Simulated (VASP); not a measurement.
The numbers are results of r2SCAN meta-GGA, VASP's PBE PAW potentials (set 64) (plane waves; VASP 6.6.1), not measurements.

VASP input:

KPOINTS:
```
Automatic mesh
0
Gamma
8 8 1
0 0 0
```

**POSCAR**
```
Ca(111) slab
3.9404280
  1.0000000618   0.0000000000   0.0000000000
 -0.5000000309   0.8660253735   0.0000000000
  0.0000000000   0.0000000000   6.2511393602
Ca
3
Cart
 -0.0000005000   0.5773505377   2.3299107192
  0.0000000000   0.0000000000   3.1255696801
  0.5000005309   0.2886748358   3.9212286410
```

INCAR:
```
# general
SYSTEM   =  Ca(111) slab
PREC     =  Normal
ENCUT    =  400   # plane-wave cut-off (eV)
LREAL    =  .FALSE.   # projection in real space or not
LASPH    =  .TRUE.

# electronic loop
EDIFF    =  1E-6   # SCF stop (eV)
NELM     =  100   # most electronic steps
NELMIN   =  4
ALGO     =  Normal   # blocked Davidson
LMIXTAU  =  .TRUE.

# smearing
ISMEAR   =  1   # Methfessel-Paxton
SIGMA    =  0.1   # width (eV)

# functional
METAGGA  =  R2SCAN

# output
LWAVE    =  .FALSE.
LCHARG   =  .FALSE.
LORBIT   =  11   # lm-projected
LVHAR    =  .TRUE.

# other
LDIPOL   =  .TRUE.
IDIPOL   =  3
DIPOL    =  0.5 0.5 0.5
```

POTCAR, in this order: Ca_sv (PBE.64 set). Program: vasp_std. Read from the step before: WAVECAR.

Estimate the energy per atom (σ→0), band gap (on the k-mesh).

The energy per atom (σ→0) comes out as -6.754 eV/atom. The band gap (on the k-mesh) is none (metal, semimetal or under 0.01 eV).

File OSZICAR:
```
       N       E                     dE             d eps       ncg     rms          rms(c)
DAV:   1    -0.202613623156E+02   -0.20261E+02   -0.81644E-05   386   0.719E-02    0.319E-03
DAV:   2    -0.202613600375E+02    0.22781E-05   -0.13204E-05   474   0.211E-02    0.232E-03
DAV:   3    -0.202613601999E+02   -0.16237E-06   -0.21059E-06   374   0.857E-03    0.205E-03
DAV:   4    -0.202613548908E+02    0.53091E-05   -0.17970E-06   318   0.971E-03    0.813E-04
DAV:   5    -0.202613557592E+02   -0.86835E-06   -0.20420E-06   312   0.109E-02
   1 F= -.20261356E+02 E0= -.20261427E+02  d E =0.212593E-03
```

The cell is a thin slab with vacuum, built from Ca (fcc): (111) face.
